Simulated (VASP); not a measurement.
# Relaxed cell of MgO: a test of cutoff and mesh

How far does the relaxed cell of MgO depend on cutoff and k mesh? The starting structure is a cell with measured lattice constants from the literature and the atomic positions of a Crystallography Open Database entry. The first relaxation on each setting starts from this cell expanded by 3 % in volume.

Calculated with VASP 6.6.1; Kohn-Sham DFT with plane waves and PAW; PBEsol.

### 1. Set-up

Symmetry: Fm-3m, No. 225, cubic system. The conventional cell has a = 4.213 Å, b = 4.213 Å, c = 4.213 Å, α = 90.00°, β = 90.00°, γ = 90.00°. Mg has 6 O at 2.11 Å nearest. Nearest to O lie 6 Mg at 2.11 Å. Farther neighbours and most contacts between anions are not listed.

As a file:

```
Mg O
1.0
     0.00000    2.10640    2.10640
     2.10640    0.00000    2.10640
     2.10640    2.10640    0.00000
Mg O
1 1
Cartesian
  0.0000 0.0000 0.0000
  2.1064 2.1064 2.1064
```

### 2. Reference relaxation

This run starts from the cell of an earlier relaxation, which isn't shown; the restart sets up the plane waves anew.

INCAR

```
SYSTEM = MgO
PREC = Accurate
ENCUT = 520
EDIFF = 1E-06
NELM = 100
ISMEAR = 0
SIGMA = 0.03
LREAL = .FALSE.
ALGO = Normal
GGA = PS
NBANDS = 10
LORBIT = 11
LWAVE = .FALSE.
LCHARG = .FALSE.
KPAR = 4
IBRION = 2
NSW = 50
ISIF = 3
EDIFFG = -0.006
```

POSCAR

```
MgO
1.0
    0.0000000000      2.1048149981      2.1048149981
    2.1048149981      0.0000000000      2.1048149981
    2.1048149981      2.1048149981      0.0000000000
Mg O
1 1
Direct
    0.0000000000      0.0000000000      0.0000000000
    0.5000000000      0.5000000000      0.5000000000
```

KPOINTS

```
Automatic mesh
0
Gamma
8 8 8
0 0 0
```

PAW data sets: Mg and O (PBE family, release 64).

On the command line:

```console
mpirun -np 4 vasp_std
```

The log of the run:

```text
[banner, memory and clock lines left out]
running    4 mpi-ranks, on    1 nodes
 distrk:  each k-point on    1 cores,    4 groups
 distr:  one band on    1 cores,    1 groups

 POSCAR found type information on POSCAR MgO
 POSCAR found :  2 types and       2 ions
|                                                                             |
|               ----> ADVICE to this user running VASP <----                  |
|                                                                             |
|     You enforced a specific xc type in the INCAR file but a different       |
|     [... a line on the potential file left out ...]
|     I HOPE YOU KNOW WHAT YOU ARE DOING!                                     |
|                                                                             |

 LDA part: xc-table for (Slater+PW92), standard interpolation
 POSCAR, INCAR and KPOINTS ok, starting setup
 FFT: planning ... GRIDC
 FFT: planning ... GRID_SOFT
 FFT: planning ... GRID
 WAVECAR not read
 entering main loop
       N       E                     dE             d eps       ncg     rms          rms(c)
DAV:   1     0.102352350364E+02    0.10235E+02   -0.46712E+03   652   0.702E+02
DAV:   2    -0.134898461727E+02   -0.23725E+02   -0.23276E+02   646   0.136E+02
DAV:   3    -0.138976809744E+02   -0.40783E+00   -0.40758E+00   686   0.164E+01
DAV:   4    -0.138985225263E+02   -0.84155E-03   -0.84153E-03   642   0.837E-01
DAV:   5    -0.138985252240E+02   -0.26977E-05   -0.26976E-05   656   0.471E-02    0.667E+00
DAV:   6    -0.125496264988E+02    0.13489E+01   -0.78668E+00   590   0.165E+01    0.220E+00
DAV:   7    -0.125260256559E+02    0.23601E-01   -0.44288E-02   636   0.212E+00    0.129E+00
DAV:   8    -0.125127055468E+02    0.13320E-01   -0.22217E-02   588   0.186E+00    0.194E-01
DAV:   9    -0.125125239091E+02    0.18164E-03   -0.20679E-04   660   0.112E-01    0.132E-01
DAV:  10    -0.125124652384E+02    0.58671E-04   -0.35337E-04   632   0.154E-01    0.573E-03
DAV:  11    -0.125124661885E+02   -0.95013E-06   -0.41768E-06   618   0.155E-02
   1 F= -.12512466E+02 E0= -.12512466E+02  d E =-.125125E+02
 curvature:   0.00 expect dE= 0.000E+00 dE for cont linesearch  0.000E+00
 trial: gam= 0.00000 g(F)=  0.751E-62 g(S)=  0.508E-09 ort = 0.000E+00 (trialstep = 0.100E+01)
 search vector abs. value=  0.608E-09
 reached required accuracy - stopping structural energy minimisation
```

It took 1.8 s on 4 MPI ranks of Intel Xeon 6975P-C (Granite Rapids), shared host; peak memory 0.51 GiB.

The logs omit lines about the potential files and the build; timing stands in the text.

From OUTCAR (step 2):

```text
ion  position               nearest neighbor table
   1  0.000  0.000  0.000-   2 2.10   2 2.10   2 2.10   2 2.10   2 2.10   2 2.10
   2  0.500  0.500  0.500-   1 2.10   1 2.10   1 2.10   1 2.10   1 2.10   1 2.10

  LATTYP: Found a face centered cubic cell.
 ALAT       =     4.2096299962

 Subroutine GETGRP returns: Found 48 space group operations
 (whereof 48 operations were pure point group operations)

The static configuration has the point symmetry O_h .

 Found     29 irreducible k-points:

   k-points           NKPTS =     29   k-points in BZ     NKDIM =     29   number of bands    NBANDS=     10

   dimension x,y,z NGX =    24 NGY =   24 NGZ =   24
   dimension x,y,z NGXF=    48 NGYF=   48 NGZF=   48

   ENCUT  =  520.0 eV  38.22 Ry    6.18 a.u.   5.53  5.53  5.53*2*pi/ulx,y,z

   NELECT =       8.0000    total number of electrons

 k-points in reciprocal lattice and weights: Automatic mesh
   0.00000000  0.00000000  0.00000000       0.002
   0.12500000  0.00000000  0.00000000       0.016
   0.25000000  0.00000000  0.00000000       0.016
   0.37500000  0.00000000  0.00000000       0.016
   0.50000000  0.00000000  0.00000000       0.008
   0.12500000  0.12500000  0.00000000       0.012
   0.25000000  0.12500000  0.00000000       0.047
   0.37500000  0.12500000  0.00000000       0.047
   0.50000000  0.12500000  0.00000000       0.047
[...]
-0.37500000  0.50000000  0.12500000       0.023
  -0.25000000  0.50000000  0.25000000       0.012

 average (electrostatic) potential at core
       1 -34.6508       2 -69.5504

 E-fermi :   3.2609

 k-point     1 :       0.0000    0.0000    0.0000
  band No.  band energies     occupation
      1     -14.1347      2.00000
      2       3.0803      2.00000
      3       3.0803      2.00000
      4       3.0803      2.00000
      5       7.7313      0.00000
      6      18.7220      0.00000
      7      18.7220      0.00000
      8      18.7220      0.00000
      9      22.5687      0.00000
    ...

 k-point     2 :       0.1250    0.0000    0.0000
  band No.  band energies     occupation
      1     -13.9675      2.00000
      2       2.1092      2.00000
      3       2.9751      2.00000
      4       2.9751      2.00000
      5       8.6520      0.00000
      6      17.0297      0.00000
      7      19.0844      0.00000
      8      19.0844      0.00000
      9      23.4933      0.00000
    ...

 k-point     3 :       0.2500    0.0000    0.0000
  band No.  band energies     occupation
      1     -13.5330      2.00000
      2       0.3809      2.00000
      3       2.7331      2.00000
      4       2.7331      2.00000
      5      10.0844      0.00000
      6      15.5042      0.00000
      7      19.5954      0.00000
      8      19.5954      0.00000
      9      23.0936      0.00000
    ...

  Total       -0.0000838     -0.0000838     -0.0000838      0.0000000      0.0000000     -0.0000000
  in kB       -0.0071997     -0.0071997     -0.0071997      0.0000000      0.0000000     -0.0000000
  external PRESSURE =      -0.0071997 kB  Pullay stress =       0.0000000 kB

  energy-cutoff  :      520.00
  volume of cell :       18.65
      direct lattice vectors                 reciprocal lattice vectors
     0.000000000  2.104814998  2.104814998    -0.237550569  0.237550569  0.237550569
     2.104814998  0.000000000  2.104814998     0.237550569 -0.237550569  0.237550569
     2.104814998  2.104814998  0.000000000     0.237550569  0.237550569 -0.237550569

 POSITION                                       TOTAL-FORCE (eV/Angst)
 -----------------------------------------------------------------------------------
      0.00000      0.00000      0.00000        -0.000000     -0.000000      0.000000
      2.10481      2.10481      2.10481         0.000000      0.000000      0.000000
 -----------------------------------------------------------------------------------
    total drift:                               -0.000000     -0.000000      0.000000

  FREE ENERGIE OF THE ION-ELECTRON SYSTEM (eV)
  ---------------------------------------------------
  free  energy   TOTEN  =       -12.5124661885 eV

  energy  without entropy=      -12.5124661885  energy(sigma->0) =      -12.51246619

 reached required accuracy - stopping structural energy minimisation

 total charge
# of ion       s       p       d       tot
------------------------------------------
    1        0.150   0.182   0.080   0.412
    2        1.537   3.542   0.000   5.079
--------------------------------------------------
tot          1.688   3.724   0.080   5.492

[... 3 further parts left out ...]
```

CONTCAR:

```
MgO
   1.00000000000000
     0.0000000000000000    2.1048149981000002    2.1048149981000002
     2.1048149981000002    0.0000000000000000    2.1048149981000002
     2.1048149981000002    2.1048149981000002    0.0000000000000000
  Mg              O
     1     1
Direct
     0.0000000000000000    0.0000000000000000    0.0000000000000000
     0.5000000000000000    0.5000000000000000    0.5000000000000000
```

The PAW data sets were made with PBE, which is usual practice but a small mismatch for other functionals. The run keeps the 48 symmetry operations of its start, so it cannot find a distortion of lower symmetry.

The reference relaxation ends at 9.325 Å³ an atom. Pressures at 0.985 and 1.015 times this volume, from two more relaxations that aren't shown, give a bulk modulus of 161.3 GPa.

### 3. Relaxation with a cutoff of 400 eV

Against step 2 the input has ENCUT = 400. This run starts from the cell of an earlier relaxation, which isn't shown; the restart sets up the plane waves anew.

INCAR, as its differences from that of step 2:

```diff
@@ -2,3 +2,3 @@
 PREC = Accurate
-ENCUT = 520
+ENCUT = 400
 EDIFF = 1E-06
```

POSCAR

```
MgO
1.0
    0.0000000000      2.0895846880      2.0895846880
    2.0895846880      0.0000000000      2.0895846880
    2.0895846880      2.0895846880      0.0000000000
Mg O
1 1
Direct
    0.0000000000      0.0000000000      0.0000000000
    0.5000000000      0.5000000000      0.5000000000
```

KPOINTS is that of step 2.

On the command line:

```console
mpirun -np 4 vasp_std
```

The log of the run:

```text
[banner, memory and clock lines left out]
running    4 mpi-ranks, on    1 nodes
[...]
[... a notice as in an earlier step ...]

 LDA part: xc-table for (Slater+PW92), standard interpolation
 POSCAR, INCAR and KPOINTS ok, starting setup
[...]
entering main loop
       N       E                     dE             d eps       ncg     rms          rms(c)
DAV:   1     0.473542798423E+01    0.47354E+01   -0.42435E+03   708   0.575E+02
DAV:   2    -0.135793014481E+02   -0.18315E+02   -0.18085E+02   648   0.114E+02
DAV:   3    -0.138886046803E+02   -0.30930E+00   -0.30917E+00   686   0.131E+01
DAV:   4    -0.138893317174E+02   -0.72704E-03   -0.72701E-03   640   0.712E-01
[...]
DAV:   9    -0.125269270778E+02    0.11762E-03   -0.10844E-04   652   0.802E-02    0.131E-01
DAV:  10    -0.125268742913E+02    0.52787E-04   -0.38351E-04   626   0.145E-01    0.480E-03
DAV:  11    -0.125268745532E+02   -0.26195E-06   -0.33606E-06   618   0.145E-02
   1 F= -.12526875E+02 E0= -.12526875E+02  d E =-.125269E+02
[...]
DAV:   3    -0.125272543736E+02    0.75815E-04   -0.56705E-04   596   0.231E-01    0.407E-02
DAV:   4    -0.125272057305E+02    0.48643E-04   -0.47360E-05   616   0.603E-02    0.122E-02
DAV:   5    -0.125272041259E+02    0.16046E-05   -0.79993E-06   578   0.180E-02    0.295E-03
DAV:   6    -0.125272044014E+02   -0.27550E-06   -0.18905E-07   302   0.288E-03
   2 F= -.12527204E+02 E0= -.12527204E+02  d E =-.329848E-03
 trial-energy change:   -0.000330  1 .order   -0.000330   -0.002650    0.001991
 step:   0.5710(harm=  0.5710)  dis= 0.00000  next Energy=   -12.527631 (dE=-0.757E-03)
[...]
N       E                     dE             d eps       ncg     rms          rms(c)
DAV:   1    -0.125294488541E+02   -0.22447E-02   -0.36257E-02   598   0.159E+00    0.317E-01
DAV:   2    -0.125276502583E+02    0.17986E-02   -0.10982E-02   600   0.648E-01    0.310E-02
DAV:   3    -0.125276376384E+02    0.12620E-04   -0.10192E-04   604   0.976E-02    0.171E-02
DAV:   4    -0.125276300302E+02    0.76083E-05   -0.86485E-06   612   0.259E-02    0.521E-03
DAV:   5    -0.125276299349E+02    0.95251E-07   -0.14484E-06   344   0.768E-03
   3 F= -.12527630E+02 E0= -.12527630E+02  d E =-.755382E-03
[...]
reached required accuracy - stopping structural energy minimisation
```

It took 3 s on 4 MPI ranks; peak memory 0.49 GiB; 7.3 s of CPU time.

OUTCAR, selected parts (step 3):

```text
  Total       -0.0008619     -0.0008619     -0.0008619      0.0000000     -0.0000000      0.0000000
  in kB       -0.0762763     -0.0762763     -0.0762763      0.0000000     -0.0000000      0.0000000
  external PRESSURE =      -0.0762763 kB  Pullay stress =       0.0000000 kB

 POSITION                                       TOTAL-FORCE (eV/Angst)
 -----------------------------------------------------------------------------------
      0.00000      0.00000      0.00000         0.000000     -0.000000     -0.000000
      2.08408      2.08408      2.08408        -0.000000      0.000000      0.000000
 -----------------------------------------------------------------------------------
    total drift:                                0.000000      0.000000      0.000000

  FREE ENERGIE OF THE ION-ELECTRON SYSTEM (eV)
  ---------------------------------------------------
  free  energy   TOTEN  =       -12.5276299349 eV

  energy  without entropy=      -12.5276299349  energy(sigma->0) =      -12.52762993

[... 2 parts as in an earlier step ...]

[... 2 further parts left out ...]
[key lines of the parts left out:]
E-fermi :   3.4643
```

With a cutoff of 400 eV the cell ends at 9.052 Å³ an atom, -2.93 % from the reference; the bulk modulus is 179.9 GPa against 161.3 GPa.

### 4. Relaxation with a 5×5×5 mesh

Against step 2 the input has a 5×5×5 mesh. This run starts from the cell of an earlier relaxation, which isn't shown; the restart sets up the plane waves anew.

INCAR, as its differences from that of step 3:

```diff
@@ -2,3 +2,3 @@
 PREC = Accurate
-ENCUT = 400
+ENCUT = 520
 EDIFF = 1E-06
```

POSCAR

```
MgO
1.0
    0.0000000000      2.1048065347      2.1048065347
    2.1048065347      0.0000000000      2.1048065347
    2.1048065347      2.1048065347      0.0000000000
Mg O
1 1
Direct
    0.0000000000      0.0000000000      0.0000000000
    0.5000000000      0.5000000000      0.5000000000
```

KPOINTS

```
Automatic mesh
0
Gamma
5 5 5
0 0 0
```

On the command line:

```console
mpirun -np 4 vasp_std
```

The log of the run:

```text
[... set-up lines as in an earlier step ...]
 entering main loop
       N       E                     dE             d eps       ncg     rms          rms(c)
DAV:   1     0.153132095097E+02    0.15313E+02   -0.47187E+03   208   0.715E+02
DAV:   2    -0.132834519967E+02   -0.28597E+02   -0.28358E+02   234   0.144E+02
DAV:   3    -0.138969451933E+02   -0.61349E+00   -0.61307E+00   234   0.199E+01
DAV:   4    -0.138980956211E+02   -0.11504E-02   -0.11504E-02   224   0.963E-01
[...]
DAV:  10    -0.125102359337E+02    0.66281E-04   -0.42497E-04   216   0.164E-01    0.506E-03
DAV:  11    -0.125102374130E+02   -0.14793E-05   -0.37897E-06   214   0.153E-02    0.330E-03
DAV:  12    -0.125102379570E+02   -0.54398E-06   -0.10263E-07   114   0.370E-03
   1 F= -.12510238E+02 E0= -.12510238E+02  d E =-.125102E+02
[...]
reached required accuracy - stopping structural energy minimisation
```

It took 1.8 s on 4 MPI ranks; peak memory 0.49 GiB; 3.6 s of CPU time.

From OUTCAR (step 4):

```text
  Total       -0.0002286     -0.0002286     -0.0002286      0.0000000      0.0000000     -0.0000000
  in kB       -0.0196379     -0.0196379     -0.0196379      0.0000000      0.0000000     -0.0000000
  external PRESSURE =      -0.0196379 kB  Pullay stress =       0.0000000 kB

 POSITION                                       TOTAL-FORCE (eV/Angst)
 -----------------------------------------------------------------------------------
      0.00000      0.00000      0.00000        -0.000000     -0.000000      0.000000
      2.10481      2.10481      2.10481         0.000000      0.000000     -0.000000
 -----------------------------------------------------------------------------------
    total drift:                               -0.000000     -0.000000      0.000000

  FREE ENERGIE OF THE ION-ELECTRON SYSTEM (eV)
  ---------------------------------------------------
  free  energy   TOTEN  =       -12.5102379570 eV

  energy  without entropy=      -12.5102379570  energy(sigma->0) =      -12.51023796

[... 1 part as in an earlier step ...]

[... 3 further parts left out ...]
[key lines of the parts left out:]
E-fermi :   3.3149
```

With a 5×5×5 mesh the cell ends at 9.325 Å³ an atom, +0.00 % from the reference; the bulk modulus is 161.5 GPa against 161.3 GPa.

[end of part 1 of 2]

[Lines on the potential files, build, host, timing and source positions are cut from VASP's logs without a mark.]

[Logs are printed without paths, hosts, clocks, repeated set-up lines and the standing remarks that a program may print on its own settings, such as how far it seeks lower states.]

[Hosts, paths, dates, database ids (printed as entryN), source tags and the programs' standing remarks are cut or masked in the printed files.]
